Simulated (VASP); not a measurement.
# TiSb with and without spin-orbit coupling

What does spin-orbit coupling change in TiSb, and what does it cost? All runs use LDA. Left out of this account: 1 further run (self-consistent run: a reference on another mesh). The start is a cell from a database of measured crystal structures.

Main program and level: VASP 6.6.1; LDA; plane waves and PAW (Ti_sv, Sb), in the first sound run; inputs show where later runs differ.

This is a report of a sequence of runs, with most program output left out.

## Step 1: The starting structure

Symmetry: P6_3/mmc, No. 194, hexagonal system. The conventional cell has a = 4.103 Å, b = 4.103 Å, c = 6.284 Å, α = 90.00°, β = 90.00°, γ = 120.00°. Nearest to Ti lie 6 Sb at 2.84 Å and 2 Ti at 3.14 Å. Nearest to Sb lie 6 Ti at 2.84 Å. Farther neighbours are not listed.

## Step 2: Bands along the symmetry lines (LDA)

Levels along the symmetry lines show where the bands peak and cross; KPOINTS_OPT computes them in the converged potential. LDA, the lowest rung, knows the local density alone.

The input, INCAR:

```
SYSTEM = TiSb
PREC = Accurate
ENCUT = 400
EDIFF = 1E-06
NELM = 100
ISMEAR = -1
SIGMA = 0.05
LREAL = .FALSE.
ALGO = Normal
GGA = CA
NBANDS = 31
LASPH = .TRUE.
LORBIT = 11
LWAVE = .FALSE.
LCHARG = .FALSE.
KPAR = 4
```

The input, POSCAR:

```
TiSb
1.0
    4.1033000000      0.0000000000      0.0000000000
   -2.0516500000      3.5535620393      0.0000000000
    0.0000000000      0.0000000000      6.2836000000
Ti Sb
2 2
Direct
    0.0000000000      0.0000000000      0.0000000000
    0.0000000000      0.0000000000      0.5000000000
    0.3333333333      0.6666666667      0.2500000000
    0.6666666667      0.3333333333      0.7500000000
```

The input, KPOINTS:

```
Automatic mesh
0
Gamma
7 7 4
0 0 0
```

The input, KPOINTS_OPT:

```
Line mode
16
Line-mode
Reciprocal
  0.00000000   0.00000000   0.00000000 GAMMA
  0.50000000   0.00000000   0.00000000 M

  0.50000000   0.00000000   0.00000000 M
  0.33333333   0.33333333   0.00000000 K

  0.33333333   0.33333333   0.00000000 K
  0.00000000   0.00000000   0.00000000 GAMMA

  0.00000000   0.00000000   0.00000000 GAMMA
  0.00000000   0.00000000   0.50000000 A

  0.00000000   0.00000000   0.50000000 A
  0.50000000   0.00000000   0.50000000 L

  0.50000000   0.00000000   0.50000000 L
  0.33333333   0.33333333   0.50000000 H

  0.33333333   0.33333333   0.50000000 H
  0.00000000   0.00000000   0.50000000 A

  0.50000000   0.00000000   0.50000000 L
  0.50000000   0.00000000   0.00000000 M

  0.33333333   0.33333333   0.00000000 K
  0.33333333   0.33333333   0.50000000 H
```

Potentials, in the order of the species: Ti_sv and Sb (LDA family, release 64).

Launch:

```
mpirun -np 4 vasp_std
```

Run time: 23 s. Hardware: 4 MPI ranks of Intel Xeon 6975P-C (Granite Rapids), shared host; peak memory 0.78 GiB.

The k-mesh is coarse for a metal. Spin-orbit coupling is off here; with elements this heavy it splits and shifts levels by tenths of an eV or more. At this level the cell is under a tension of 8.5 GPa, so at these settings it is away from equilibrium.

Numbers from this step:

- SCF cycles: 14
- electrons: 34
- bands: 31
- irreducible k-points: 24
- symmetry operations: 24
- free energy (TOTEN): -28.62 eV
- energy at zero smearing: -28.60 eV
- Fermi energy: 7.821 eV
- pressure: -8.450 GPa
- metallic: yes

The electronic bands at the labelled points (eV, zero at the Fermi level; # counts the bands kept):

```csv
point,#5,#6,#7,#8,#9,#10,#11,#12
Γ,-1.02,-0.27,-0.27,-0.01,-0.01,0.95,0.95,1.20
0.53 of the way,-2.32,-1.41,-1.20,-0.95,0.36,0.71,0.90,1.04
M,-2.61,-2.31,-1.45,-1.21,0.57,0.66,0.72,0.72
0.53 of the way,-2.60,-2.58,-2.00,-0.30,0.55,0.66,0.80,1.03
K,-2.50,-2.50,-1.85,-0.06,0.55,0.55,0.97,0.97
0.47 of the way,-2.56,-1.68,-1.64,-0.62,0.51,0.70,0.89,1.04
Γ,-1.02,-0.27,-0.27,-0.01,-0.01,0.95,0.95,1.20
0.47 of the way,-1.15,-0.70,-0.70,-0.14,-0.14,0.71,0.71,0.96
A,-1.67,-1.67,-1.67,0.24,0.24,0.24,0.24,0.98
0.53 of the way,-1.80,-1.72,-1.72,-0.12,-0.12,0.39,0.39,1.49
L,-1.94,-1.87,-1.87,-0.08,-0.08,0.73,0.73,0.94
0.47 of the way,-2.61,-1.81,-1.81,0.07,0.07,0.78,0.78,0.86
H,-3.48,-1.84,-1.84,0.24,0.24,0.55,0.55,1.31
0.53 of the way,-2.00,-1.68,-1.68,0.01,0.01,0.30,0.30,1.60
A,-1.67,-1.67,-1.67,0.24,0.24,0.24,0.24,0.98
jump to L,-1.94,-1.87,-1.87,-0.08,-0.08,0.73,0.73,0.94
0.47 of the way,-2.19,-1.90,-1.63,-0.82,0.51,0.63,0.74,0.79
M,-2.61,-2.31,-1.45,-1.21,0.57,0.66,0.72,0.72
jump to K,-2.50,-2.50,-1.85,-0.06,0.55,0.55,0.97,0.97
0.53 of the way,-2.52,-2.10,-2.10,0.14,0.38,0.38,0.92,1.09
H,-3.48,-1.84,-1.84,0.24,0.24,0.55,0.55,1.31
```

Of the projections kept (Ti, Sb), the largest for each band there; the rest of the weight can lie on other orbitals:

```csv
point,#5,#6,#7,#8,#9,#10,#11,#12
Γ,Ti 0.98,Ti 0.97,Ti 0.97,Ti 0.97,Ti 0.97,Sb 0.89,Sb 0.89,Ti 1.00
M,Sb 0.81,Ti 0.66,Sb 0.82,Ti 0.96,Ti 0.99,Ti 0.97,Ti 0.97,Ti 0.99
K,Sb 0.55,Sb 0.55,Sb 0.73,Ti 0.96,Ti 0.95,Ti 0.95,Ti 0.98,Ti 0.98
Γ,Ti 0.98,Ti 0.97,Ti 0.97,Ti 0.97,Ti 0.97,Sb 0.89,Sb 0.89,Ti 1.00
A,Ti 0.66,Ti 0.66,Ti 0.66,Ti 0.97,Ti 0.97,Ti 0.97,Ti 0.97,Ti 0.80
L,Ti 0.55,Ti 0.58,Ti 0.58,Ti 0.93,Ti 0.93,Ti 1.00,Ti 1.00,Ti 0.98
```

There is no gap at this level.

## Step 3: Band structure (LDA + SOC)

This step: LDA, spin-orbit coupling; plane waves and PAW (Ti_sv, Sb) (VASP 6.6.1).

Levels along the symmetry lines show where the bands peak and cross; KPOINTS_OPT computes them in the converged potential. Spin-orbit coupling needs spinors and the noncollinear program, where each band holds one electron.

Changes to INCAR since step 2:

```diff
@@ -10,4 +10,9 @@
 GGA = CA
-NBANDS = 31
+LNONCOLLINEAR = .TRUE.
+MAGMOM = 0 0 0 0 0 0 0 0 0 0 0 0
+NBANDS = 46
+GGA_COMPAT = .FALSE.
 LASPH = .TRUE.
+LSORBIT = .TRUE.
+LMAXMIX = 4
 LORBIT = 11
```

POSCAR is that of step 2.

KPOINTS is that of step 2.

KPOINTS_OPT is that of step 2.

Launch:

```
mpirun -np 4 vasp_ncl
```

Elapsed: 1.8 min, on 4 MPI ranks; peak memory 1.5 GiB; 6.9 min of CPU time.

At this level the cell is under a tension of 8.4 GPa, so at these settings it is away from equilibrium.

Numbers from this step:

* bands: 46
* free energy (TOTEN): -28.76 eV
* energy at zero smearing: -28.74 eV
* Fermi energy: 7.819 eV
* pressure: -8.420 GPa

On-site spin-orbit energy by atom:

```csv
atom,on-site spin-orbit energy (eV)
Ti1,-0.013
Ti2,-0.013
Sb3,-0.127
Sb4,-0.127
```

The electronic bands at the labelled points (eV, zero at the Fermi level; # counts the bands kept):

```csv
point,#17,#18,#19,#20,#21,#22,#23,#24
Γ,-0.03,-0.03,0.00,0.00,0.52,0.52,1.20,1.20
0.53 of the way,-0.95,-0.95,0.36,0.36,0.71,0.71,0.90,0.90
M,-1.21,-1.21,0.57,0.57,0.65,0.65,0.72,0.72
0.53 of the way,-0.30,-0.30,0.54,0.54,0.66,0.66,0.80,0.80
K,-0.06,-0.06,0.52,0.52,0.58,0.58,0.97,0.97
0.47 of the way,-0.62,-0.62,0.51,0.51,0.69,0.69,0.89,0.89
Γ,-0.03,-0.03,0.00,0.00,0.52,0.52,1.20,1.20
0.47 of the way,-0.15,-0.15,-0.14,-0.14,0.64,0.64,0.74,0.74
A,0.24,0.24,0.24,0.24,0.24,0.24,0.24,0.24
0.53 of the way,-0.12,-0.12,-0.12,-0.12,0.39,0.39,0.39,0.39
L,-0.08,-0.08,-0.08,-0.08,0.73,0.73,0.73,0.73
0.47 of the way,0.07,0.07,0.07,0.07,0.77,0.77,0.79,0.79
H,0.23,0.23,0.24,0.24,0.55,0.55,0.55,0.55
0.53 of the way,0.01,0.01,0.02,0.02,0.30,0.30,0.31,0.31
A,0.24,0.24,0.24,0.24,0.24,0.24,0.24,0.24
jump to L,-0.08,-0.08,-0.08,-0.08,0.73,0.73,0.73,0.73
0.47 of the way,-0.82,-0.82,0.51,0.51,0.62,0.62,0.75,0.75
M,-1.21,-1.21,0.57,0.57,0.65,0.65,0.72,0.72
jump to K,-0.06,-0.06,0.52,0.52,0.58,0.58,0.97,0.97
0.53 of the way,0.14,0.14,0.37,0.37,0.39,0.39,0.92,0.92
H,0.23,0.23,0.24,0.24,0.55,0.55,0.55,0.55
```

Of the projections kept (Ti, Sb), the largest for each band there; the rest of the weight can lie on other orbitals:

```csv
point,#17,#18,#19,#20,#21,#22,#23,#24
Γ,Ti 0.97,Ti 0.97,Ti 0.97,Ti 0.97,Sb 0.91,Sb 0.91,Ti 1.00,Ti 1.00
M,Ti 0.96,Ti 0.96,Ti 0.99,Ti 0.99,Ti 0.97,Ti 0.97,Ti 0.98,Ti 0.98
K,Ti 0.96,Ti 0.96,Ti 0.95,Ti 0.95,Ti 0.95,Ti 0.95,Ti 0.99,Ti 0.99
Γ,Ti 0.97,Ti 0.97,Ti 0.97,Ti 0.97,Sb 0.91,Sb 0.91,Ti 1.00,Ti 1.00
A,Ti 0.97,Ti 0.97,Ti 0.97,Ti 0.97,Ti 0.98,Ti 0.98,Ti 0.98,Ti 0.98
L,Ti 0.93,Ti 0.93,Ti 0.93,Ti 0.93,Ti 1.00,Ti 1.00,Ti 1.00,Ti 1.00
```

There is no gap at this level. Without the coupling there was no gap either. The run took 4.6 times the core time, with 46 spinor bands against 31.

## Step 4: Density of states (LDA)

This step: LDA; plane waves and PAW (Ti_sv, Sb) (VASP 6.6.1).

Here the states are counted by energy and projected on the atoms.

The input, INCAR:

```
SYSTEM = TiSb
PREC = Accurate
ENCUT = 400
EDIFF = 1E-06
NELM = 100
ISMEAR = -5
SIGMA = 0.05
LREAL = .FALSE.
ALGO = Normal
GGA = CA
NBANDS = 31
LASPH = .TRUE.
LORBIT = 11
LWAVE = .FALSE.
LCHARG = .FALSE.
KPAR = 4
NEDOS = 2001
```

POSCAR is that of step 3.

KPOINTS is that of step 3.

Launch:

```
mpirun -np 4 vasp_std
```

Wall time 6.6 s (4 MPI ranks); peak memory 0.69 GiB.

With tetrahedra the forces and stress of a metal are not exact derivatives of the energy.

Numbers from this step:

```yaml
scf_cycles: 16
bands: 31
free_energy_toten: -28.61 eV
fermi_energy: 7.824 eV
pressure: -8.500 GPa
dos_at_the_fermi_level: 4.520 states/eV/cell
```

The density of states has structure finer than the step of the table below, so its rows give means over 0.5 eV, whole bins alone (the curve runs from -12.0 to 2.70 eV). Peaks (eV: height): total -1.88: 8.02, 0.60: 13.8, 1.18: 7.23, 2.41: 6.76; Ti d -1.88: 2.30, 0.60: 10.5, 1.18: 5.30, 2.41: 4.31; Sb p -4.20: 1.07, -2.31: 1.50, -1.88: 1.88, 2.41: 0.479; Ti p -4.20: 0.0966, -2.38: 0.155, -1.88: 0.236, 2.41: 0.109; Ti s -4.27: 0.272, -2.53: 0.0908, 0.60: 0.102, 0.96: 0.114.

States under -12.0 eV and over 2.7 eV are left out. The density of states by energy, zero at the Fermi level; means over each step; values in states/eV/cell:

```csv
energy (eV),total,Ti d,Sb p,Ti p,Ti s,Sb s,Sb d
-11.5,0,0,0,0,0,0,0
-11.0,0.143,0,3.8e-4,5.8e-4,0.00691,0.0642,0
-10.5,0.619,0.00116,0.00305,0.00537,0.0251,0.288,0
-10.0,1.11,0.00662,0.00673,0.0152,0.0320,0.547,0
-9.5,2.42,0.0344,0.0101,0.0430,0.0343,1.29,6.0e-4
-9.0,3.69,0.112,0.00584,0.0550,0.0193,2.09,6.9e-4
-8.5,0,0,0,0,0,0,0
-8.0,0,0,0,0,0,0,0
-7.5,0,0,0,0,0,0,0
-7.0,0,0,0,0,0,0,0
-6.5,0,0,0,0,0,0,0
-6.0,0,0,0,0,0,0,0
-5.5,0,0,0,0,0,0,0
-5.0,0.120,0.00744,0.0260,0.00138,0.00938,0.00182,1.0e-4
-4.5,2.51,0.163,0.551,0.0459,0.174,0.0391,0.00339
-4.0,2.68,0.236,0.604,0.0602,0.126,0.0596,0.00376
-3.5,1.82,0.219,0.417,0.0439,0.0662,0.0410,0.00451
-3.0,1.87,0.272,0.433,0.0589,0.0511,0.0298,0.00690
-2.5,4.89,1.08,1.16,0.138,0.0721,0.0218,0.0191
-2.0,5.87,1.60,1.38,0.176,0.0253,0.0115,0.0248
-1.5,3.40,1.10,0.704,0.0946,0.00909,0.00700,0.0221
-1.0,1.02,0.509,0.107,0.0116,0.00385,0.00104,0.0130
-0.5,2.19,1.37,0.0761,0.0121,0.00811,0.00201,0.0334
0.0,3.60,2.51,0.0489,0.0148,0.0120,0.00170,0.0610
0.5,8.15,6.19,0.139,0.0341,0.0453,0.0174,0.0798
1.0,6.77,5.06,0.246,0.0562,0.0691,0.0219,0.0491
1.5,4.76,3.35,0.283,0.0658,0.0592,0.0677,0.0426
2.0,3.06,2.06,0.217,0.0562,0.0317,0.0852,0.0329
```

Of the states within 0.3 eV of the Fermi level, the largest shares in the PAW spheres are Ti d 69 %. The rest lies in smaller channels or between the spheres.

## Step 5: Total and projected DOS (LDA + SOC)

This step: LDA, spin-orbit coupling; plane waves and PAW (Ti_sv, Sb) (VASP 6.6.1).

Changes to INCAR since step 4:

```diff
@@ -10,4 +10,9 @@
 GGA = CA
-NBANDS = 31
+LNONCOLLINEAR = .TRUE.
+MAGMOM = 0 0 0 0 0 0 0 0 0 0 0 0
+NBANDS = 46
+GGA_COMPAT = .FALSE.
 LASPH = .TRUE.
+LSORBIT = .TRUE.
+LMAXMIX = 4
 LORBIT = 11
```

POSCAR is that of step 4.

KPOINTS is that of step 4.

Launch:

```
mpirun -np 4 vasp_ncl
```

It took 27 s on 4 MPI ranks; peak memory 1.2 GiB.

This step gave:

```yaml
bands: 46
free_energy_toten: -28.75 eV
fermi_energy: 7.823 eV
pressure: -8.459 GPa
dos_at_the_fermi_level: 4.322 states/eV/cell
```

On-site spin-orbit energy by atom:

```csv
atom,on-site spin-orbit energy (eV)
Ti1,-0.014
Ti2,-0.014
Sb3,-0.127
Sb4,-0.127
```

The density of states has structure finer than the step of the table below, so its rows give means over 0.5 eV, whole bins alone (the curve runs from -12.0 to 0.821 eV). Peaks (eV: height): total -9.01: 7.14, -1.82: 6.98, 0.03: 4.95, 0.62: 14.8; Ti d -1.82: 2.03, 0.62: 11.2; Sb p -4.26: 1.08, -2.28: 1.47, -1.88: 1.62, 0.62: 0.315; Ti p -9.01: 0.0909, -4.26: 0.0981, -2.28: 0.152, -1.88: 0.217; Ti s -9.40: 0.0363, -4.26: 0.273, -2.54: 0.086, 0.62: 0.114.

States under -12.0 eV and over 0.8 eV are left out. The density of states by energy, zero at the Fermi level; means over each step; values in states/eV/cell:

```csv
energy (eV),total,Ti d,Sb p,Ti p,Ti s,Sb s
-11.5,0,0,0,0,0,0
-11.0,0.137,0,3.8e-4,5.4e-4,0.00667,0.0617
-10.5,0.613,0.00110,0.00305,0.00520,0.0251,0.285
-10.0,1.10,0.00642,0.00669,0.0150,0.0320,0.541
-9.5,2.37,0.0329,0.0102,0.0421,0.0344,1.26
-9.0,3.77,0.114,0.00619,0.0559,0.0201,2.13
-8.5,8.9e-4,0,0,0,0,0
-8.0,0,0,0,0,0,0
-7.5,0,0,0,0,0,0
-7.0,0,0,0,0,0,0
-6.5,0,0,0,0,0,0
-6.0,0,0,0,0,0,0
-5.5,0,0,0,0,0,0
-5.0,0.156,0.00981,0.0341,0.00184,0.0120,0.00236
-4.5,2.68,0.174,0.598,0.0497,0.181,0.0419
-4.0,2.60,0.231,0.596,0.0594,0.117,0.0581
-3.5,1.78,0.211,0.415,0.0434,0.0634,0.0411
-3.0,1.93,0.284,0.457,0.0610,0.0489,0.0291
-2.5,4.75,1.04,1.13,0.135,0.0732,0.0200
-2.0,5.64,1.54,1.32,0.165,0.0281,0.0127
-1.5,3.62,1.17,0.741,0.103,0.0105,0.00685
-1.0,1.05,0.524,0.112,0.0125,0.00398,0.00126
-0.5,2.21,1.38,0.0753,0.0125,0.00819,0.00216
0.0,3.59,2.50,0.0491,0.0148,0.0120,0.00176
0.5,8.19,6.22,0.141,0.0333,0.0456,0.0169
```

The DOS at the Fermi level goes from 4.52 to 4.32 states/eV/cell, a number that is sensitive to the mesh. The run took 4.1 times the core time, with 46 spinor bands against 31. Of the states within 0.3 eV of the Fermi level, the largest shares in the PAW spheres are Ti d 70 %. The rest lies in smaller channels or between the spheres.

## Step 6: Full relaxation (LDA)

This step: LDA; plane waves and PAW (Ti_sv, Sb) (VASP 6.6.1).

Last, the cell itself: ISIF = 3 frees volume, shape and positions, first without the coupling.

The input, INCAR:

```
SYSTEM = TiSb
PREC = Accurate
ENCUT = 400
EDIFF = 1E-06
NELM = 100
ISMEAR = -1
SIGMA = 0.05
LREAL = .FALSE.
ALGO = Normal
GGA = CA
NBANDS = 23
LASPH = .TRUE.
LORBIT = 11
LWAVE = .FALSE.
LCHARG = .FALSE.
KPAR = 4
IBRION = 2
NSW = 60
ISIF = 3
EDIFFG = -0.01
```

POSCAR is that of step 5.

KPOINTS is that of step 5.

Launch:

```
mpirun -np 4 vasp_std
```

Wall time 30 s (4 MPI ranks); peak memory 0.73 GiB.

After so large a change of volume the plane waves of the start cell no longer fit, so the final stress carries a basis-set error. The run keeps the 24 symmetry operations of its start, so it cannot find a distortion of lower symmetry.

Relaxation path:

```csv
step,energy less that of the first step (eV),largest force (eV/Å),pressure (GPa),volume (Å³)
1,0.0000,0.0000,-8.40,91.62
2,-0.0403,0.0000,10.54,76.59
3,-0.2421,0.0000,-0.13,83.27
4,-0.2421,0.0000,0.07,83.11
5,-0.2455,0.0000,0.07,83.04
6,-0.2494,0.0000,0.11,82.85
7,-0.2494,0.0000,0.11,82.83
8,-0.2494,0.0000,0.11,82.83
9,-0.2493,0.0000,-0.20,83.08
10,-0.2494,0.0000,-0.01,82.92
```

```csv
"conventional cell, symmetrised",before,after,change
a (Å),4.103,3.927,-4.3 %
b (Å),4.103,3.927,-4.3 %
c (Å),6.284,6.208,-1.2 %
volume (Å³/atom),22.91,20.73,-9.5 %
```

Final coordinates:

```xyz
4
Lattice="3.9273 0.0000 0.0000 -1.9636 3.4011 0.0000 0.0000 0.0000 6.2076" Properties=species:S:1:pos:R:3 pbc="T T T"
Ti    0.0000    0.0000    0.0000
Ti    0.0000    0.0000    3.1038
Sb    0.0000    2.2674    1.5519
Sb    1.9636    1.1337    4.6557
```

This step gave:

| Property | Result |
| --- | --- |
| bands | 23 |
| free energy (TOTEN) | -28.87 eV |
| energy at zero smearing | -28.86 eV |
| Fermi energy | 8.979 eV |
| pressure | -0.006545 GPa |
| SCF cycles over all ionic steps | 83 |

It ends with forces that vanish by symmetry and a pressure of -0.01 GPa.

## Step 7: Full relaxation (LDA + SOC)

This step: LDA, spin-orbit coupling; plane waves and PAW (Ti_sv, Sb) (VASP 6.6.1).

The same relaxation with spinors and spin-orbit coupling.

Changes to INCAR since step 6:

```diff
@@ -10,4 +10,9 @@
 GGA = CA
-NBANDS = 23
+LNONCOLLINEAR = .TRUE.
+MAGMOM = 0 0 0 0 0 0 0 0 0 0 0 0
+NBANDS = 46
+GGA_COMPAT = .FALSE.
 LASPH = .TRUE.
+LSORBIT = .TRUE.
+LMAXMIX = 4
 LORBIT = 11
```

POSCAR is that of step 6.

KPOINTS is that of step 6.

Launch:

```
mpirun -np 4 vasp_ncl
```

It took 2.6 min on 4 MPI ranks; peak memory 1.4 GiB; 11 min of CPU time.

Relaxation path:

```csv
step,energy less that of the first step (eV),largest force (eV/Å),pressure (GPa),volume (Å³)
1,0.0000,0.0000,-8.42,91.62
2,-0.0367,0.0000,10.62,76.57
3,-0.2407,0.0000,-0.14,83.30
4,-0.2408,0.0000,0.07,83.14
5,-0.2442,0.0000,0.07,83.07
6,-0.2482,0.0000,0.10,82.85
7,-0.2482,0.0000,0.11,82.86
8,-0.2481,0.0000,-0.21,83.10
9,-0.2482,0.0000,0.00,82.93
```

```csv
"conventional cell, symmetrised",before,after,change
a (Å),4.103,3.928,-4.3 %
b (Å),4.103,3.928,-4.3 %
c (Å),6.284,6.208,-1.2 %
volume (Å³/atom),22.91,20.73,-9.5 %
```

Final coordinates:

```cif
data_structure
_symmetry_space_group_name_H-M 'P 1'
_symmetry_Int_Tables_number 1
_cell_length_a 3.9276
_cell_length_b 3.9276
_cell_length_c 6.2079
_cell_angle_alpha 90.000
_cell_angle_beta 90.000
_cell_angle_gamma 120.000
_cell_volume 82.93
loop_
_atom_site_label
_atom_site_type_symbol
_atom_site_fract_x
_atom_site_fract_y
_atom_site_fract_z
_atom_site_occupancy
Ti1 Ti 0.00000 0.00000 0.00000 1
Ti2 Ti 0.00000 0.00000 0.50000 1
Sb3 Sb 0.33333 0.66667 0.25000 1
Sb4 Sb 0.66667 0.33333 0.75000 1
```

Numbers from this step:

- bands: 46
- free energy (TOTEN): -29.01 eV
- energy at zero smearing: -28.99 eV
- Fermi energy: 8.974 eV
- pressure: -0.004290 GPa
- SCF cycles over all ionic steps: 85

On-site spin-orbit energy by atom:

```csv
atom,on-site spin-orbit energy (eV)
Ti1,-0.013
Ti2,-0.013
Sb3,-0.126
Sb4,-0.126
```

The cell ends at 20.73 Å³/atom, under 0.05 % from the run without the coupling. The run took 5.3 times the core time, with 46 spinor bands against 23.

The cell shrank by 9.5 % in volume.

## Step 8: Side by side

```
                               quantity  without  with spin-orbit coupling
                               gap (eV)     none                      none
                    core minutes, bands      1.5                         7
DOS at the Fermi level (states/eV/cell)     4.52                      4.32
                      core minutes, DOS     0.44                       1.8
               relaxed volume (Å³/atom)    20.73                     20.73
               core minutes, relaxation        2                        11
```

## Step 9: Summary of results

```
gap (eV), without → with                                : none → none
DOS at the Fermi level (states/eV/cell), without → with : 4.52 → 4.32
relaxed volume (Å³/atom), without → with                : 20.73 → 20.73
```

TiSb has no gap with or without spin-orbit coupling. The relaxed volume moves by under 0.05 %. The spinor runs cost 4.1 to 5.3 times as much, on a shared host. The k-sampling is coarse for a metal, so the Fermi level, pressures and the shape of the cell carry errors.

[Lines on the potential files, build, host, timing and source positions are cut from VASP's logs without a mark.]

[Logs are printed without paths, hosts, clocks, repeated set-up lines and the standing remarks that a program may print on its own settings, such as how far it seeks lower states.]

[Hosts, paths, dates, database ids (printed as entryN), source tags and the programs' standing remarks are cut or masked in the printed files.]

[A measured line is paired with the nearest computed mode of its activity, which favours agreement.]
